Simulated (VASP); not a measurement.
Here is the system:

```
CaS
1.0
    0.00000     2.62875     2.62875
    2.62875     0.00000     2.62875
    2.62875     2.62875     0.00000
Ca S
1 1
Cartesian
  0.00000   0.00000   0.00000
  2.62875   2.62875   2.62875
```

The numbers are results of PBEsol GGA, VASP's PBE PAW potentials (set 64) (plane waves; VASP), not measurements. Settings: 500 eV cut-off, 9×9×9 Γ-centred mesh, Gaussian smearing of 0.050 eV, potentials Ca_sv S.

Task: What does the run give for the energy per atom (σ→0), pressure?

Result: 
The energy per atom (σ→0) is -505.1 kJ/mol of atoms. The pressure is 19.96 GPa.

The absolute energy has meaning only against runs of the same code, potentials and settings.

The structure was generated: CaS was put into the rock salt type (Fm-3m), which need not be its known phase. It was relaxed first under an external pressure of 20 GPa.
